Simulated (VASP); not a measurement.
These are SCAN meta-GGA, VASP's PBE PAW potentials (set 64) (plane waves; VASP 6.6.1) values and carry that method's errors.

VASP ran on this input.

### INCAR
```
ALGO = Normal   ! blocked Davidson
LCHARG = F
LORBIT = 11   ! lm-projected
LMAXMIX = 4   ! l cut-off of mixed one-centre charges
LWAVE = F
PREC = Accurate
NELM = 100   ! most electronic steps
ISIF = 2
ENCUT = 520
ISMEAR = -5   ! tetrahedra, Bloechl
SYSTEM = InP
LMIXTAU = T
EDIFF = 1E-7
LREAL = F
LASPH = T   ! aspherical one-centre terms
NEDOS = 601   ! DOS grid
METAGGA = SCAN
```

File KPOINTS:
```
kpoints
0
gamma
9 9 9
0 0 0
```

**KPOINTS_OPT**
```
k-points along high-symmetry lines
10
Line-mode
Reciprocal
  0.000000   0.000000   0.000000 ! GAMMA
 -0.500000  -0.500000   0.000000 ! X

 -0.500000  -0.500000   0.000000 ! X
 -0.375000  -0.375000   0.250000 ! U

 -0.375000  -0.000000   0.375000 ! K
  0.000000   0.000000   0.000000 ! GAMMA

  0.000000   0.000000   0.000000 ! GAMMA
 -0.000000  -0.000000   0.500000 ! L

 -0.000000  -0.000000   0.500000 ! L
 -0.500000  -0.250000   0.250000 ! W

 -0.500000  -0.250000   0.250000 ! W
 -0.500000  -0.500000   0.000000 ! X
```

### POSCAR
```
InP
1
    0.0000000000     2.9430701683     2.9430701683
    2.9430701683     0.0000000000     2.9430701683
    2.9430701683     2.9430701683    -0.0000000000
In P
1 1
Direct
  0.0000000000   0.0000000000   0.0000000000
  0.2500000000   0.2500000000   0.2500000000
```

POTCAR, in this order: In_d P (PBE.64 set). Program: vasp_std.

What VASP printed:

OSZICAR:
```
       N       E                     dE             d eps       ncg     rms          rms(c)
DAV:   1     0.777267787930E+02    0.77727E+02   -0.86913E+03   915   0.157E+03
DAV:   2    -0.394353096642E+02   -0.11716E+03   -0.11422E+03   955   0.337E+02
DAV:   3    -0.476267937706E+02   -0.81915E+01   -0.81347E+01  1215   0.939E+01
DAV:   4    -0.478503626391E+02   -0.22357E+00   -0.22343E+00  1137   0.167E+01
DAV:   5    -0.478599027552E+02   -0.95401E-02   -0.95398E-02  1321   0.295E+00    0.539E+00
DAV:   6    -0.443117817523E+02    0.35481E+01   -0.21912E+00  1100   0.393E+01    0.340E+00
DAV:   7    -0.443772791579E+02   -0.65497E-01   -0.61991E-01   925   0.126E+01    0.261E+00
DAV:   8    -0.443237579319E+02    0.53521E-01   -0.27296E-01   930   0.720E+00    0.193E+00
DAV:   9    -0.442732794973E+02    0.50478E-01   -0.19957E-01   910   0.520E+00    0.894E-01
DAV:  10    -0.443597326257E+02   -0.86453E-01   -0.15991E-01   910   0.464E+00    0.716E-01
DAV:  11    -0.443445274858E+02    0.15205E-01   -0.35749E-02   940   0.307E+00    0.553E-01
DAV:  12    -0.443502770982E+02   -0.57496E-02   -0.27207E-02   910   0.262E+00    0.245E-01
DAV:  13    -0.443673901214E+02   -0.17113E-01   -0.15492E-02   910   0.167E+00    0.864E-02
DAV:  14    -0.443682088046E+02   -0.81868E-03   -0.15462E-03  1165   0.595E-01    0.108E-01
DAV:  15    -0.443682015520E+02    0.72526E-05   -0.55111E-05  1295   0.593E-02    0.199E-01
DAV:  16    -0.443684401473E+02   -0.23860E-03   -0.12713E-04   930   0.178E-01    0.206E-01
DAV:  17    -0.443686783954E+02   -0.23825E-03   -0.45246E-04   930   0.276E-01    0.149E-01
DAV:  18    -0.443687086661E+02   -0.30271E-04   -0.10412E-04   910   0.165E-01    0.162E-01
DAV:  19    -0.443687335058E+02   -0.24840E-04   -0.66274E-06  1135   0.347E-02    0.176E-01
DAV:  20    -0.443687148617E+02    0.18644E-04   -0.25033E-05   920   0.828E-02    0.152E-01
DAV:  21    -0.443686588284E+02    0.56033E-04   -0.97617E-06   938   0.463E-02    0.101E-01
DAV:  22    -0.443686073107E+02    0.51518E-04   -0.98067E-06   925   0.486E-02    0.759E-02
DAV:  23    -0.443685846604E+02    0.22650E-04   -0.14245E-06   950   0.200E-02    0.592E-02
DAV:  24    -0.443685497631E+02    0.34897E-04   -0.34180E-06  1077   0.312E-02    0.264E-02
DAV:  25    -0.443685336879E+02    0.16075E-04   -0.12005E-06   930   0.150E-02    0.134E-02
DAV:  26    -0.443685245786E+02    0.91093E-05   -0.80916E-07   920   0.113E-02    0.374E-03
DAV:  27    -0.443685220586E+02    0.25199E-05   -0.15073E-07   740   0.628E-03    0.468E-04
DAV:  28    -0.443685230405E+02   -0.98187E-06   -0.12926E-07   665   0.550E-03    0.619E-04
DAV:  29    -0.443685226752E+02    0.36533E-06   -0.20503E-08   475   0.207E-03    0.486E-04
DAV:  30    -0.443685229075E+02   -0.23234E-06   -0.14948E-08   480   0.149E-03    0.407E-04
DAV:  31    -0.443685229341E+02   -0.26628E-07   -0.60940E-09   470   0.128E-03
   1 F= -.44368523E+02 E0= -.44368523E+02  d E =0.000000E+00
       N       E                     dE             ncg
       N       E                     dE             ncg
```

### OUTCAR
```
------------------------ aborting loop because EDIFF is reached ----------------------------------------
  FORCE on cell =-STRESS in cart. coord.  units (eV):
  Direction    XX          YY          ZZ          XY          YZ          ZX
  --------------------------------------------------------------------------------------
  Total        0.0009855      0.0009855      0.0009855      0.0000000     -0.0000000     -0.0000000
  in kB        0.0309685      0.0309685      0.0309685      0.0000000     -0.0000000     -0.0000000
  external PRESSURE =       0.0309685 kB  Pullay stress =       0.0000000 kB
  volume of cell :       50.98
      direct lattice vectors                 reciprocal lattice vectors
     0.000000000  2.943070168  2.943070168    -0.169890615  0.169890615  0.169890615
     2.943070168  0.000000000  2.943070168     0.169890615 -0.169890615  0.169890615
     2.943070168  2.943070168  0.000000000     0.169890615  0.169890615 -0.169890615
  FREE ENERGIE OF THE ION-ELECTRON SYSTEM (eV)
  ---------------------------------------------------
  free  energy   TOTEN  =       -44.3685229341 eV

  energy  without entropy=      -44.3685229341  energy(sigma->0) =      -44.36852293

 total charge

# of ion       s       p       d       tot
------------------------------------------
    1        0.837   0.804   9.899  11.540
    2        1.017   1.504   0.000   2.521
--------------------------------------------------
tot          1.854   2.307   9.899  14.061
```
(Selected blocks of OUTCAR.)

The compound is InP in the zinc blende structure. It was relaxed first.
